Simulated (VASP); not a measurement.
An input for Ansatz (written as the equivalent of a VASP run, and not itself run):

Ansatz 0.2 input:
```yaml
crystal:
  lattice:
    - [3.1031495, 0.0000000, 0.0000000]
    - [0.0000000, 3.1031495, 0.0000000]
    - [0.0000000, 0.0000000, 3.1031495]
  atoms:
    - { symbol: Sn, position: [0.0000000, 0.0000000, 0.0000000] }
    - { symbol: O, position: [0.5000000, 0.5000000, 0.5000000] }
kpoints:
  mp_grid: { grid: [8, 8, 8] }
hamiltonian:
  xc: r2scan
  pseudopotentials: { kind: paw }
scf:
  occupations: { method: gaussian, width: 0.05 }
  max_iter: 100
relax:
  max_steps: 60
  f_tol: 0.01
  cell: {}
output: { forces: true, stress: true, eigenvalues: true }
```

Q: Translate this input to VASP (INCAR, KPOINTS, POSCAR, choice of POTCAR).

A: Several could match; the one computed here: 
KPOINTS:
```
Automatic mesh
0
Gamma
8 8 8
0 0 0
```

POSCAR:
```
SnO
1
    3.1031495346    -0.0000000000     0.0000000000
    0.0000000000     3.1031495346     0.0000000000
   -0.0000000000     0.0000000000     3.1031495346
Sn O
1 1
Direct
  0.0000000000   0.0000000000   0.0000000000
  0.5000000000   0.5000000000   0.5000000000
```

**INCAR**
```
SYSTEM = SnO
PREC = Accurate
ENCUT = 520
EDIFF = 1E-6
NELM = 100
ALGO = Normal
LREAL = .FALSE.
LASPH = .TRUE.
ISMEAR = 0
SIGMA = 0.05
METAGGA = R2SCAN
LMIXTAU = .TRUE.
LMAXMIX = 4
LWAVE = .FALSE.
LCHARG = .FALSE.
IBRION = 2
ISIF = 3
NSW = 60
EDIFFG = -0.01
```

POTCAR, in this order: Sn_d O (PBE.64 set). Program: vasp_std.

Limits of the translation: each code has its own PAW files, so the cut-off isn't converted (ENCUT is set for VASP's; basis.ecutwfc is left out, and Ansatz then takes the one that its files recommend); Ansatz stops its SCF on the density residual and VASP on the energy change (EDIFF).

The structure was generated: SnO was put into the CsCl type (Pm-3m), which need not be its known phase. This run relaxes it. Symmetry was kept, so distortions that lower it aren't found. The start is the result of an earlier pass.
